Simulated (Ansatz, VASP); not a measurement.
## Cross-check of W2NO2 between VASP and Ansatz

One calculation is typed for both programs; each brings its own data sets. How far apart do they land? The structure shown is the start of the Ansatz relaxation below; VASP solves that cell, so the two are compared at the walk's first step.

Calculated with Ansatz 0.2.0; plane waves, with VASP 6.6.1 beside it; single point at LDA.

### 1. Starting point

The cell holds 10 atoms: 2 N, 4 W and 4 O. Its edges and angles: a = 3.137 Å, b = 5.433 Å, c = 32.600 Å, α = 90.0°, β = 90.0°, γ = 90.0°. It derives from W2NO2. Vacuum lies along c.

### 2. Ansatz: relaxation, LDA

Ansatz runs on its PAW soft_1 files.

The two programs are compared at the cell with which this relaxation starts, whose forces are those of its first step.

input.yaml reads:

```yaml
crystal:
  lattice:
    - [3.1366917155, 0.0, 0.0]
    - [0.0, 5.4329094189, 0.0]
    - [0.0, 0.0, 32.6]
  atoms:
    - { symbol: "N", position: [0.5255045785, 0.5, 0.3067484663] }
    - { symbol: "N", position: [-0.0255045785, 0.0, 0.3067484663] }
    - { symbol: W, position: [0.0221823363, 0.3333333333, 0.3382232602] }
    - { symbol: W, position: [0.4778176637, 0.8333333333, 0.3382232602] }
    - { symbol: W, position: [0.4778176637, 0.1666666667, 0.2752736724] }
    - { symbol: W, position: [1.0221823363, 0.6666666667, 0.2752736724] }
    - { symbol: O, position: [0.5164232323, 0.1666666667, 0.3694467436] }
    - { symbol: O, position: [0.9835767677, 0.6666666667, 0.3694467436] }
    - { symbol: O, position: [-0.0164232323, 0.3333333333, 0.244050189] }
    - { symbol: O, position: [0.5164232323, 0.8333333333, 0.244050189] }
  periodic: [true, true, false]
kpoints:
  mp_grid: { grid: [12, 8, 1] }
hamiltonian:
  xc: lda
  pseudopotentials: { kind: paw, azcp: { folder: soft_1 }, xc_functional: pbe }
scf:
  occupations: { method: methfessel_paxton, width: 0.2 }
output:
  forces: true
  stress: true
  eigenvalues: true
relax:
  adjacent_minimum: "off"
  f_tol: 0.002
  max_steps: 120
  cell: { stress_2d_tol: 0.005 }
```

Run with:

```sh
> ansatz run input.yaml --threads 4 --pin off --max-ram 16384MiB --backend cpu --events-out ev --progress --plain --runs-dir out
```

Numbers of over 12 decimals in the logs are rounded to 6 here.

The log of the run:

```text
Engine: ansatz 0.2.0, aarch64-unknown-linux-gnu
Pseudopotentials: kind: paw
Pseudopotential: N, paw, valence charge 5, recommended cutoff 420 eV (normal), soft_1/N.paw.azcp
Pseudopotential: W, paw, valence charge 14, recommended cutoff 420 eV (normal), soft_1/W.paw.azcp
Pseudopotential: O, paw, valence charge 6, recommended cutoff 420 eV (normal), soft_1/O.paw.azcp
Functional definition: SPW92
  exchange = slater_x
  correlation = pw_c
Crystal: 10 atoms, lattice volume = 555.548 Å³
Basis set: ecut = 420 eV, 10877 PW (Γ)
Bands: 55, of which v1, the nominal top of the filled ones, is band 45 counted from 1 (44 counted from 0)
Symmetry: 4 space group operations
Space group: P2/c (ITA 13), of the structure as read, at distance tolerance 8.2e-5 Å
k-points: 35 of 96
Non-local potential: N, projectors of the file, l = 0: 2, l = 1: 2, l = 2: 1
Non-local potential: W, projectors of the file, l = 0: 3, l = 1: 2, l = 2: 2, l = 3: 1
Non-local potential: O, projectors of the file, l = 0: 2, l = 1: 2, l = 2: 1
PAW form: soft (Blöchl's): semilocal exchange-correlation on the pseudo side does not see the compensation charge
PAW frozen core: N, regenerated for the run's functional, and the local potential with it (the file was generated under x = pbe(κ = 0.804, μ = 0.219515), c = pbe(β = 0.066725))
PAW frozen core: W, regenerated for the run's functional, and the local potential with it (the file was generated under x = pbe(κ = 0.804, μ = 0.219515), c = pbe(β = 0.066725))
PAW frozen core: O, regenerated for the run's functional, and the local potential with it (the file was generated under x = pbe(κ = 0.804, μ = 0.219515), c = pbe(β = 0.066725))
PAW one-centre angular grid: N, 110 points (default); XC on 64 Gauss nodes
PAW one-centre angular grid: W, 590 points (default); XC on 64 Gauss nodes
PAW one-centre angular grid: O, 110 points (default); XC on 64 Gauss nodes
Initial density: superposition of atomic densities (neutral atoms: chi_scale 0, normalization atom)
Initial wavefunctions: pseudopotential atomic-orbital guess
Functional: x = slater, c = lda
SCF iter   1: F=—  HF=-43500.448415 eV  |F-HF|=—  |Δ(HF+E_count)|=         —  Δρ=7.29e-2  dr2=3.21e1  ethr=3.10e-3  ⟨swp⟩=11.0  Hψ=12895  notcnv=0
preconditioner: auto → LDOS  [metal: Δε(μ)=0.014 eV  Ē_g=11.722 eV  σ=0.200 eV  W_gap=0.06  n_scr=60 (ndim 8)  ℏωp=12.0 eV  f_vac=0.778  D(μ)=3.83/eV (n_scr^D=10)  β→1.0]
SCF iter   2: F=—  HF=-43497.689206 eV  |F-HF|=—  |Δ(HF+E_count)|=    2.76e0  S|Δr|=    0.00e0  Δρ=7.81e-2  dr2=2.73e1  ethr=3.10e-3  ⟨swp⟩=5.8  Hψ=7804  notcnv=0  defer=93
SCF iter   3: F=—  HF=-43491.889930 eV  |F-HF|=—  |Δ(HF+E_count)|=    5.80e0  S|Δr|=    0.00e0  Δρ=1.11e-2  dr2=6.78e-1  ethr=3.10e-3  ⟨swp⟩=5.5  Hψ=6426  notcnv=0  defer=83
SCF iter   4: F=—  HF=-43491.745355 eV  |F-HF|=—  |Δ(HF+E_count)|=   1.45e-1  S|Δr|=    0.00e0  Δρ=1.97e-3  dr2=1.98e-2  ethr=7.53e-4  ⟨swp⟩=3.6  Hψ=4423  notcnv=0  defer=83
SCF iter   5: F=—  HF=-43491.745068 eV  |F-HF|=—  |Δ(HF+E_count)|=   2.88e-4  S|Δr|=    0.00e0  Δρ=3.54e-4  dr2=4.60e-4  ethr=2.20e-5  ⟨swp⟩=3.5  Hψ=4532  notcnv=0  defer=81
SCF iter   6: F=—  HF=-43491.745404 eV  |F-HF|=—  |Δ(HF+E_count)|=   3.36e-4  S|Δr|=    0.00e0  Δρ=8.11e-5  dr2=4.98e-5  ethr=5.11e-7  ⟨swp⟩=3.9  Hψ=4954  notcnv=0  defer=81
SCF iter   7: F=—  HF=-43491.745248 eV  |F-HF|=—  |Δ(HF+E_count)|=   1.56e-4  S|Δr|=    0.00e0  Δρ=1.58e-5  dr2=9.44e-7  ethr=5.53e-8  ⟨swp⟩=3.4  Hψ=4497  notcnv=0  defer=81
iter 8 did not close the SCF: its close was put off until two iterations running show no level that it waits for move by more than its bar (scf_convergence_deferred on its scf_iter line)
SCF iter   8: F=-43491.745252 eV  HF=-43491.745252 eV  |F-HF|=2.24e-7  |Δ(HF+E_count)|=   3.43e-6  S|Δr|=    0.00e0  Δρ=3.95e-6  dr2=5.67e-8  ethr=1.11e-10  ⟨swp⟩=25.7  Hψ=17221  notcnv=0
iter 9 did not close the SCF: its close was put off until two iterations running show no level that it waits for move by more than its bar (scf_convergence_deferred on its scf_iter line)
[...]
SCF 1 converged in 10 iterations: F = -43491.745252 eV  dr2 = 5.91e-11
  greatest PAW one-centre occupation: 0.999 electrons in one spin orbital (limit 2), on the W atom at site 5 (counted from 0), in its partial waves of l = 0
[...]
SCF iter   4: F=—  HF=-43492.688819 eV  |F-HF|=—  |Δ(HF+E_count)|=  4.00e-10  S|Δr|=    0.00e0  Δρ=1.37e-7  dr2=1.35e-10  ethr=1.87e-12  ⟨swp⟩=3.1  Hψ=4442  notcnv=0
SCF iter   5: F=-43492.688819 eV  HF=-43492.688819 eV  |F-HF|=2.91e-10  |Δ(HF+E_count)|=  1.09e-10  S|Δr|=    0.00e0  Δρ=3.30e-8  dr2=3.98e-12  ethr=1.00e-12  ⟨swp⟩=8.8  Hψ=10189  notcnv=0
SCF 21 converged in 5 iterations: F = -43492.688819 eV  dr2 = 3.98e-12
relax step  21: F+E_penalty+E_count = -43492.68881887 eV  Δ(F+E_penalty+E_count) = -2.204e-6 eV  max|allowed force component| = 6.410e-5 eV/Å  Δτ_max = 0.0001 Å  P = +0.000 N/m  Ω = 534.085 Å³  energy of the carried Pulay correction = +1.921e-6 eV  fix = [c, alpha, beta]  reactions: c +0.000 N/m; alpha -0.000 N/m/rad  (5 SCF iters, dr2 threshold 7.98e-11 eV, accepted)
iter 1 solved again at ethr=8.76e-8 eV; its pass at ethr=3.10e-3 eV (dr2=7.88e-5 eV) is discarded
SCF iter   1: F=—  HF=-43492.688840 eV  |F-HF|=—  |Δ(HF+E_count)|=         —  Δρ=1.44e-6  dr2=3.48e-9  ethr=8.76e-8  ⟨swp⟩=8.2  Hψ=24509  notcnv=0
eigensolver tolerance schedule: the retry pair's looser diagonalisation over-reported the residual by 22649.55 of it (diagonalisation noise at 1.78 of the residual, at the tolerance the schedule requests for it); recorded, not acted on — ethr = c·dr2/N_el stays at c = 1.0e-1
SCF iter   2: F=—  HF=-43492.688831 eV  |F-HF|=—  |Δ(HF+E_count)|=   8.85e-6  S|Δr|=    0.00e0  Δρ=1.71e-6  dr2=9.91e-9  ethr=3.87e-12  ⟨swp⟩=8.0  Hψ=10509  notcnv=0
SCF iter   3: F=—  HF=-43492.688831 eV  |F-HF|=—  |Δ(HF+E_count)|=   1.95e-9  S|Δr|=    0.00e0  Δρ=8.32e-7  dr2=8.56e-10  ethr=3.87e-12  ⟨swp⟩=3.7  Hψ=4729  notcnv=0
SCF iter   4: F=—  HF=-43492.688831 eV  |F-HF|=—  |Δ(HF+E_count)|=  2.91e-11  S|Δr|=    0.00e0  Δρ=5.89e-7  dr2=5.80e-10  ethr=9.51e-13 (applied; sched 1.00e-12)  ⟨swp⟩=2.1  Hψ=2838  notcnv=0
SCF iter   5: F=—  HF=-43492.688831 eV  |F-HF|=—  |Δ(HF+E_count)|=  4.73e-10  S|Δr|=    0.00e0  Δρ=1.93e-7  dr2=7.55e-11  ethr=6.44e-13 (applied; sched 1.00e-12)  ⟨swp⟩=2.3  Hψ=3551  notcnv=0
SCF iter   6: F=—  HF=-43492.688831 eV  |F-HF|=—  |Δ(HF+E_count)|=  1.31e-10  S|Δr|=    0.00e0  Δρ=4.25e-8  dr2=4.53e-12  ethr=8.39e-14 (applied; sched 1.00e-12)  ⟨swp⟩=3.8  Hψ=4500  notcnv=0
SCF iter   7: F=-43492.688831 eV  HF=-43492.688831 eV  |F-HF|=6.55e-11  |Δ(HF+E_count)|=  1.53e-10  S|Δr|=    0.00e0  Δρ=6.49e-9  dr2=1.44e-13  ethr=1.00e-12  ⟨swp⟩=12.1  Hψ=15478  notcnv=0
SCF 22 converged in 7 iterations: F = -43492.688831 eV  dr2 = 1.44e-13
relax step  22: F+E_penalty+E_count = -43492.68883150 eV  Δ(F+E_penalty+E_count) = -1.263e-5 eV  max|allowed force component| = 6.466e-5 eV/Å  Δτ_max = 0.0000 Å  P = +0.000 N/m  Ω = 534.085 Å³  fix = [c, alpha, beta]  reactions: c +0.000 N/m; alpha -0.000 N/m/rad  stress off target by 6.08e-4 N/m on what of the cell is left free  SCF on the basis re-selected at this cell (its energy is not comparable with the rows above)  (7 SCF iters)
basis re-selected at this cell: Δ(F+E_penalty+E_count) = -1.263e-5 eV, ΔP = +0.000 N/m vs the last step (what re-selecting the basis moved, of the pressure what is left beyond the Pulay correction that the steps carried, after the strain that the cell walked since its last selection, with what the two solves' SCF thresholds leave and, on support functions, any second-order correction that the steps lacked; it is no m [...]
SCF converged after 7 iterations
Stability not checked: this state was not tested for a lower state beside it, because cold or Methfessel-Paxton smearing, or corrected tetrahedra, fill the levels in a way that the test cannot read (fill_not_monotonic; see scf.lower_state_search)
Free energy (F): -43492.688831 eV
Harris-Foulkes:  -43492.688831 eV  (|F-HF|=6.55e-11)
Internal energy: -43492.695242 eV  (E = F + TS)
E sigma→0 (E₀):  -43492.690434 eV
Entropy (-TS):   0.006410 eV (0.641 meV/atom)
Fermi energy:    -5.596243 eV
--- Per-component energies (eV) ---
  E_band       = -2526.612343
  E_kinetic    = 2630.350788
  E_local      = -292728.246894  (includes V_loc(G=0)·N_el)
  E_nonlocal   = 212.587738
  E_hartree    = 144843.006722
  E_xc         = -1464.024744
  E_vxc        = -1439.638334  (∫ρ·V_xc dr)
  E_paw        = -34142.095577  (= ΣΔE_a)
  E_vpaw       = -887.684419  (= ΣTr[D̂ρ^β])
  E_aug_tail   = 0.005431  (compensation charges beyond the density's cutoff)
  E_ewald      = 137154.040522
  E_core_change = 1.680771  (= ΣΔE_core)
  E_smearing   = 0.006410  (= −TS)
  E_closure    = 0.000000  (closes the sum)
  Σ components = -43492.688831   (vs F -43492.688831, Δ=0.00e0)
--- Forces (eV/Å), atoms counted from 1 ---
  atom   1  N      0.00002309     0.00000000     0.00000000
  atom   2  N     -0.00002309     0.00000000     0.00000000
  atom   3  W      0.00003775     0.00004881    -0.00006466
  atom   4  W     -0.00003775     0.00004881    -0.00006466
  atom   5  W     -0.00003775    -0.00004881     0.00006466
  atom   6  W      0.00003775    -0.00004881     0.00006466
  atom   7  O     -0.00005812    -0.00000911    -0.00003428
  atom   8  O      0.00005812    -0.00000911    -0.00003428
  atom   9  O      0.00005812     0.00000911     0.00003428
  atom  10  O     -0.00005812     0.00000911     0.00003428
  max |Σ_I F_I| component: 0.00e0 eV/Å
--- 2D stress c σ (N/m, compression-positive) ---
        0.000608       0.000000      -0.000000
        0.000000      -0.000196       0.000000
       -0.000000       0.000000       0.000000
  P = ½ c Tr σ = 0.0002 N/m
--- Band table (eV; the first three rows and the last of 35) ---
  k-point 0: bands = [... 41 lower, -8.2762, -7.7684, -6.8949, -6.3402, -5.6811, -4.7438, -3.9769, -3.8684, ... 6 higher]
  k-point 1: bands = [... 41 lower, -8.1008, -7.8690, -7.1243, -6.4256, -5.3169, -4.6106, -4.2676, -3.8151, ... 6 higher]
  k-point 2: bands = [... 41 lower, -8.1337, -7.9009, -7.4105, -6.3769, -4.9098, -4.3695, -4.3555, -3.7172, ... 6 higher]
  k-point 34: bands = [... 41 lower, -8.2064, -6.8440, -6.8440, -5.1990, -5.1990, -4.6119, -4.6119, -3.4915, ... 6 higher]
--- Relaxed structure (19 steps of the walk, 18 accepted, 3 SCFs on fresh bases) ---
  F+E_penalty+E_count = -43492.68883150 eV   max|allowed force component| = 6.466e-5 eV/Å   (the final SCF, on the basis selected at the relaxed cell)
  cell:  # Å, volume = 534.0845 Å³
    - [3.339633, 0, 0]
    - [0, 4.905618, 0]
    - [0, 0, 32.6]
  atoms:
    - { symbol: N, position: [0.562737, 0.5, 0.306748] }
    - { symbol: N, position: [-0.062737, -9.09877912372219e-19, 0.306748] }
    - { symbol: W, position: [0.063514, 0.351347, 0.340630] }
    - { symbol: W, position: [0.436486, 0.851347, 0.340630] }
    - { symbol: W, position: [0.436486, 0.148653, 0.272867] }
    - { symbol: W, position: [1.063514, 0.648653, 0.272867] }
    - { symbol: O, position: [0.550706, 0.198116, 0.371534] }
    - { symbol: O, position: [0.949294, 0.698116, 0.371534] }
    - { symbol: O, position: [-0.050706, 0.301884, 0.241963] }
    - { symbol: O, position: [0.550706, 0.801884, 0.241963] }
```

(Part 1 of 2 ends here.)

[Lines on the potential files, build, host, timing and source positions are cut from VASP's logs without a mark.]

[Logs are printed without paths, hosts, clocks, repeated set-up lines and the standing remarks that a program may print on its own settings, such as how far it seeks lower states.]

[Hosts, paths, dates, database ids (printed as entryN), source tags and the programs' standing remarks are cut or masked in the printed files.]
